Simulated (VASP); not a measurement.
Output of a VASP run:

**OUTCAR**
```
 ion  position               nearest neighbor table
   1  0.000  0.000  0.250-   3 1.40   3 1.40   3 1.40
   2  0.000  0.000  0.750-   4 1.40   4 1.40   4 1.40
   3  0.333  0.667  0.250-   1 1.40   1 1.40   1 1.40
   4  0.667  0.333  0.750-   2 1.40   2 1.40   2 1.40
  LATTYP: Found a hexagonal cell.
 ALAT       =     2.4290303159
 C/A-ratio  =     2.3914189214
 Subroutine PRICEL returns:
 Original cell was already a primitive cell.
 Subroutine GETGRP returns: Found 24 space group operations
The static configuration has the point symmetry D_3d.
 The point group associated with its full space group is D_6h.
The dynamic configuration has the point symmetry D_3d.
 Subroutine INISYM returns: Found 24 space group operations
 Subroutine IBZKPT returns following result:
 Found     42 irreducible k-points:

 Following reciprocal coordinates:
            Coordinates               Weight
  0.000000  0.000000  0.000000      1.000000
  0.100000  0.000000  0.000000      6.000000
  0.200000  0.000000  0.000000      6.000000
  0.300000  0.000000  0.000000      6.000000
  0.400000  0.000000  0.000000      6.000000
  0.500000  0.000000  0.000000      3.000000
  0.100000  0.100000  0.000000      6.000000
  0.200000  0.100000  0.000000     12.000000
  0.300000  0.100000  0.000000     12.000000
  0.400000  0.100000  0.000000     12.000000
  0.200000  0.200000  0.000000      6.000000
  0.300000  0.200000  0.000000     12.000000
  0.400000  0.200000  0.000000      6.000000
  0.300000  0.300000  0.000000      6.000000
  0.000000  0.000000  0.250000      2.000000
  0.100000  0.000000  0.250000     12.000000
  0.200000  0.000000  0.250000     12.000000
  0.300000  0.000000  0.250000     12.000000
  0.400000  0.000000  0.250000     12.000000
  0.500000  0.000000  0.250000      6.000000
  0.100000  0.100000  0.250000     12.000000
  0.200000  0.100000  0.250000     24.000000
  0.300000  0.100000  0.250000     24.000000
  0.400000  0.100000  0.250000     24.000000
  0.200000  0.200000  0.250000     12.000000
  0.300000  0.200000  0.250000     24.000000
  0.400000  0.200000  0.250000     12.000000
  0.300000  0.300000  0.250000     12.000000
  0.000000  0.000000  0.500000      1.000000
  0.100000  0.000000  0.500000      6.000000
  0.200000  0.000000  0.500000      6.000000
  0.300000  0.000000  0.500000      6.000000
  0.400000  0.000000  0.500000      6.000000
  0.500000  0.000000  0.500000      3.000000
  0.100000  0.100000  0.500000      6.000000
  0.200000  0.100000  0.500000     12.000000
  0.300000  0.100000  0.500000     12.000000
  0.400000  0.100000  0.500000     12.000000
  0.200000  0.200000  0.500000      6.000000
  0.300000  0.200000  0.500000     12.000000
   k-points           NKPTS =     42   k-points in BZ     NKDIM =     42   number of bands    NBANDS=     12
   number of dos      NEDOS =    301   number of ions     NIONS =      4
   total plane-waves  NPLWV =  19200
   dimension x,y,z NGX =    20 NGY =   20 NGZ =   48
   dimension x,y,z NGXF=    40 NGYF=   40 NGZF=   96
   ions per type =               4
   PREC   = accura    normal or accurate (medium, high low for compatibility)
   ISTART =      0    job   : 0-new  1-cont  2-samecut
   ICHARG =      2    charge: 1-file 2-atom 10-const
   ISPIN  =      1    spin polarized calculation?
   LNONCOLLINEAR =      F non collinear calculations
   LSORBIT =      F    spin-orbit coupling
   INIWAV =      1    electr: 0-lowe 1-rand  2-diag
   ENCUT  =  620.0 eV  45.57 Ry    6.75 a.u.   4.93  4.93 11.79*2*pi/ulx,y,z
   NELM   =    100;   NELMIN=  2; NELMDL= -5     # of ELM steps
   EDIFF  = 0.1E-05   stopping-criterion for ELM
   LREAL  =      F    real-space projection
   NLSPLINE    = F    spline interpolate recip. space projectors
   LMAXMIX     =    2 max onsite mixed and CHGCAR
   VOSKOWN=      0    Vosko Wilk Nusair interpolation
...
```

OSZICAR:
```
...
       N       E                     dE             d eps       ncg     rms          rms(c)
DAV:   1    -0.401275899026E+02    0.22286E+00   -0.29914E+00  1072   0.175E+01    0.158E+00
DAV:   2    -0.400793529796E+02    0.48237E-01   -0.80409E-02  1168   0.233E+00    0.858E-01
DAV:   3    -0.400632551548E+02    0.16098E-01   -0.45124E-02  1132   0.155E+00    0.999E-02
DAV:   4    -0.400631724988E+02    0.82656E-04   -0.65557E-04  1248   0.225E-01    0.711E-02
DAV:   5    -0.400630780621E+02    0.94437E-04   -0.37553E-05  1196   0.675E-02    0.776E-03
DAV:   6    -0.400630778339E+02    0.22815E-06   -0.13252E-06  1012   0.957E-03
   2 F= -.36606130E+02 E0= -.36606130E+02  d E =0.391784E-01
       N       E                     dE             d eps       ncg     rms          rms(c)
DAV:   1    -0.403023688421E+02   -0.23929E+00   -0.10836E+00  1092   0.103E+01    0.950E-01
DAV:   2    -0.402846081431E+02    0.17761E-01   -0.27203E-02  1164   0.137E+00    0.520E-01
DAV:   3    -0.402785339288E+02    0.60742E-02   -0.17502E-02  1124   0.945E-01    0.574E-02
DAV:   4    -0.402785000238E+02    0.33905E-04   -0.25823E-04  1236   0.138E-01    0.386E-02
DAV:   5    -0.402784653902E+02    0.34634E-04   -0.12335E-05  1208   0.407E-02    0.397E-03
DAV:   6    -0.402784653939E+02   -0.37071E-08   -0.20204E-07   808   0.391E-03
   3 F= -.36671099E+02 E0= -.36671099E+02  d E =-.257902E-01
       N       E                     dE             d eps       ncg     rms          rms(c)
DAV:   1    -0.403243051733E+02   -0.45840E-01   -0.34025E+00  1008   0.156E+01    0.126E+00
DAV:   2    -0.402578331847E+02    0.66472E-01   -0.89520E-02  1128   0.242E+00    0.658E-01
DAV:   3    -0.402331572012E+02    0.24676E-01   -0.78285E-02  1204   0.201E+00    0.160E-01
DAV:   4    -0.402330488136E+02    0.10839E-03   -0.13218E-03  1168   0.315E-01    0.102E-01
DAV:   5    -0.402329244062E+02    0.12441E-03   -0.17869E-04  1216   0.124E-01    0.528E-03
DAV:   6    -0.402329244423E+02   -0.36129E-07   -0.28457E-06  1148   0.161E-02
   4 F= -.36704604E+02 E0= -.36704604E+02  d E =-.335058E-01
       N       E                     dE             d eps       ncg     rms          rms(c)
DAV:   1    -0.402468295599E+02   -0.13905E-01   -0.26605E+00  1008   0.138E+01    0.111E+00
DAV:   2    -0.401955356091E+02    0.51294E-01   -0.68274E-02  1144   0.213E+00    0.584E-01
DAV:   3    -0.401764359604E+02    0.19100E-01   -0.59987E-02  1180   0.177E+00    0.142E-01
DAV:   4    -0.401763534394E+02    0.82521E-04   -0.95997E-04  1168   0.272E-01    0.935E-02
DAV:   5    -0.401762531940E+02    0.10025E-03   -0.14722E-04  1204   0.112E-01    0.486E-03
DAV:   6    -0.401762531822E+02    0.11777E-07   -0.22240E-06  1120   0.144E-02
   5 F= -.36716939E+02 E0= -.36716938E+02  d E =-.458407E-01
       N       E                     dE             d eps       ncg     rms          rms(c)
DAV:   1    -0.401660012539E+02    0.10252E-01   -0.99444E-02  1008   0.266E+00    0.215E-01
DAV:   2    -0.401640697104E+02    0.19315E-02   -0.25027E-03  1168   0.411E-01    0.114E-01
DAV:   3    -0.401633435967E+02    0.72611E-03   -0.23079E-03  1168   0.347E-01    0.279E-02
DAV:   4    -0.401633412806E+02    0.23161E-05   -0.34538E-05  1200   0.526E-02    0.211E-02
DAV:   5    -0.401633361488E+02    0.51318E-05   -0.82336E-06  1180   0.256E-02    0.148E-03
DAV:   6    -0.401633361297E+02    0.19194E-07   -0.13560E-07   612   0.363E-03
   6 F= -.36717248E+02 E0= -.36717244E+02  d E =-.461492E-01
```

### OUTCAR
```
------------------------ aborting loop because EDIFF is reached ----------------------------------------
  FORCE on cell =-STRESS in cart. coord.  units (eV):
  Direction    XX          YY          ZZ          XY          YZ          ZX
  --------------------------------------------------------------------------------------
  Total        3.4911802      3.4911774      3.4616955      0.0000000      0.0000000      0.0000000
  in kB      202.6169819    202.6168224    200.9057874      0.0000000      0.0000000      0.0000000
  external PRESSURE =       2.0465306 kB  Pullay stress =     200.0000000 kB
  volume of cell :       27.61
      direct lattice vectors                 reciprocal lattice vectors
     1.207146776 -2.090838726 -0.000000000     0.414199839 -0.239138482  0.000000000
     1.207146776  2.090838726  0.000000000     0.414199839  0.239138482 -0.000000000
    -0.000000000  0.000000000  5.468854769     0.000000000 -0.000000000  0.182853640
 POSITION                                       TOTAL-FORCE (eV/Angst)
 -----------------------------------------------------------------------------------
      1.20715      2.09084      1.36721        -0.000000     -0.000000      0.000000
      1.20715     -2.09084      4.10164         0.000000      0.000000      0.000000
      1.20715      0.69695      1.36721         0.000000     -0.000000      0.000000
      1.20715     -0.69695      4.10164        -0.000000      0.000000     -0.000000
 -----------------------------------------------------------------------------------
    total drift:                                0.000000     -0.000000      0.000000
  FREE ENERGIE OF THE ION-ELECTRON SYSTEM (eV)
  ---------------------------------------------------
  free  energy   TOTEN  =       -40.1633361297 eV

  energy  without entropy=      -40.1633293925  energy(sigma->0) =      -40.16333276
  enthalpy is  TOTEN    =       -36.7172477324 eV   P V=        3.4460883972

 reached required accuracy - stopping structural energy minimisation
```
(Selected blocks of OUTCAR.)

File POSCAR:
```
C
1
    1.2145154477    -2.1036017929    -0.0000000000
    1.2145154477     2.1036017929     0.0000000000
    0.0000000000     0.0000000000     5.8088290581
C
4
Direct
  0.0000000000   0.0000000000   0.2500000000
  0.0000000000   0.0000000000   0.7500000000
  0.3333330000   0.6666670000   0.2500000000
  0.6666670000   0.3333330000   0.7500000000
```

Reconstruct the remaining input files.

Several could match; the one computed here: the input of the run itself, LDA (Ceperley-Alder, Perdew-Zunger), plane waves, VASP's LDA PAW potentials (set 64).

KPOINTS:
```
Automatic mesh
0
Gamma
10 10 4
0 0 0
```

INCAR:
```
! general
SYSTEM =C
PREC   =Accurate
ENCUT  =620
LREAL  =.FALSE.
LASPH  =.TRUE.

! electronic loop
EDIFF  =1E-6
NELM   =100
ALGO   =Normal

! smearing
ISMEAR =0
SIGMA  =0.05

! ions
IBRION =2
NSW    =40
ISIF   =3
EDIFFG =-0.02
PSTRESS=200

! output
LWAVE  =.FALSE.
LCHARG =.FALSE.
```

POTCAR, in this order: C (LDA.64 set). Program: vasp_std.

Energy and stress use the plane-wave basis of the starting cell.

The compound is C in the graphite structure. This run relaxes it under an external pressure of 20 GPa. Symmetry was kept, so distortions that lower it aren't found.
